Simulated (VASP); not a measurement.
TiAl (L1_0) is relaxed at rising pressure, each step from the one before. Symmetry mostly holds the structure type, and other phases were not tried. The mesh follows the cell, and a change of mesh leaves a small step in the series.

Consider the following.

AlTi has the tetragonal space group P4/mmm (No. 123), Pearson symbol tP2. Cell: a = 2.8257 Å, b = 2.8257 Å, c = 4.0633 Å, α = 90.00°, β = 90.00°, γ = 90.00°. Ti on 1a is coordinated by 4 Ti at 2.826 Å and 8 Al at 2.850 Å (cuboctahedral). Al on 1d has 4 Al at 2.826 Å and 8 Ti at 2.850 Å (cuboctahedral). (Neighbours: up to the widest gap in distance over summed covalent radii, below 1.35, at either atom.)

Method: PBE GGA, VASP's PBE PAW potentials (set 64) (plane waves; VASP 6.6.1). Settings: 500 eV cut-off, 13×13×9 Γ-centred mesh, first-order Methfessel-Paxton smearing of 0.10 eV, potentials Ti_sv Al.

```csv
P (GPa),V (Å³/atom),H − H(0) (eV/atom),space group,gap on the mesh (eV),k-mesh
0,16.22,0.000,P4/mmm,0.00,13×13×9
5,…,…,P4/mmm,0.00,13×13×9
10,15.04,0.974,P4/mmm,0.00,13×13×9
20,…,…,P4/mmm,0.00,13×13×9
30,13.49,2.746,P4/mmm,0.00,14×14×10
45,12.67,3.969,P4/mmm,0.00,14×14×10
```

**Question.** Fill in the missing entries.

**Answer.** 
- 5, V (Å³/atom): 15.58
- 5, H − H(0) (eV/atom): 0.496
- 20, V (Å³/atom): 14.17
- 20, H − H(0) (eV/atom): 1.884

Pressures at which the relaxation failed are left out.

The compound is TiAl in the L1_0 structure. The electron count is odd and the run is not spin-polarised, which forces a metal.
